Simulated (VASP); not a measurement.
# KCl (relaxed from the NiAs type structure, space group P6_3/mmc): computed properties

Calculation: PBEsol GGA, VASP's PBE PAW potentials (set 64) (plane waves; VASP).

- space group = P6_3/mmc (194)
- cell = a = b = 4.3137 Å, c = 7.6027 Å, α = β = 90.00°, γ = 120.00°
- volume per atom = 30.63 Å³/atom
- band gap (over mesh and band path) = 5.01 eV
- smallest direct gap (over mesh and band path) = 5.01 eV
- band-edge character = direct, Γ to Γ
- density = 2.02 g/cm³

```xyz
4
Lattice="4.3137 0.0000 0.0000 -2.1568 3.7358 0.0000 0.0000 0.0000 7.6027" Properties=species:S:1:pos:R:3 pbc="T T T"
K      2.1568     3.7358     0.0000
K      2.1568     3.7358     3.8014
Cl     0.0000     2.4905     1.9007
Cl     2.1568     1.2453     5.7021
```

The structure was generated: KCl was put into the NiAs type type (P6_3/mmc), which need not be its known phase. It was relaxed first, which changed the volume by -11 %. Symmetry was kept, so distortions that lower it aren't found.
